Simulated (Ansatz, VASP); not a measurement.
One calculation of ScZn, two programs

```xyz
2
Lattice="3.2236 0.0000 0.0000 0.0000 3.2236 0.0000 0.0000 0.0000 3.2236" Properties=species:S:1:pos:R:3 pbc="T T T"
Sc    0.0000    0.0000    0.0000
Zn    1.6118    1.6118    1.6118
```

Alike in both runs: functional LDA; k mesh 14 × 14 × 14; occupations fermi-dirac, width 0.15 eV; no spin polarisation.

Ansatz relaxed the structure, and its values are those at the end. VASP's run is a single point on that final structure, the one shown.

```csv
,VASP,Ansatz
version,VASP 6.6.1,Ansatz 0.2.0
potentials or method,"VASP PAW LDA potentials, release 64 (Sc_sv, Zn)","scalar-relativistic, plane waves, PAW"
plane-wave cutoff (eV),520,420
valence electrons in the cell,23,23
```

|  | VASP | Ansatz | Ansatz less VASP |
| --- | --- | --- | --- |
| gap on the k mesh at the Fermi level (eV) | none | none | - |
| pressure (GPa) | 3.4 | 3.0 | -0.39 |

A gap of «none» marks a metal or a gap that the smearing closes.
